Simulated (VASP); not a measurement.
Here is the system:

```yaml
crystal:
  lattice:
    - [4.05960, 0.00000, 0.00000]
    - [0.00000, 4.05960, 0.00000]
    - [0.00000, 0.00000, 5.12040]
  atoms:
    - { symbol: Pb, position: [0.50000, 0.00000, 0.76500] }
    - { symbol: Pb, position: [0.00000, 0.50000, 0.23500] }
    - { symbol: O, position: [0.50000, 0.50000, 0.00000] }
    - { symbol: O, position: [0.00000, 0.00000, 0.00000] }
```

Calculation: RPBE GGA, VASP's PBE PAW potentials (set 64) (plane waves; VASP). Run with 520 eV cut-off, 5×5×4 Γ-centred mesh, Gaussian smearing of 0.050 eV, potentials Pb_d O.

Q: Which forces act on the atoms, in eV/Å?

A: 
| atom | Fx | Fy | Fz |
|---|---|---|---|
| Pb1 | 0.000 | 0.000 | 0.136 |
| Pb2 | 0.000 | 0.000 | -0.136 |
| O3 | 0.000 | 0.000 | 0.000 |
| O4 | 0.000 | 0.000 | 0.000 |

Q: Give the stress tensor in GPa (positive for a compressed cell).

A: 
```
2.44  0.00  0.00
0.00  2.44  0.00
0.00  0.00  1.95
```
The pressure is its mean diagonal, 2.27 GPa.

The compound is PbO in the litharge structure. The cell was not relaxed at this level. The run is one of a series of settings (GGA = RP against the base run), some of them coarse on purpose.
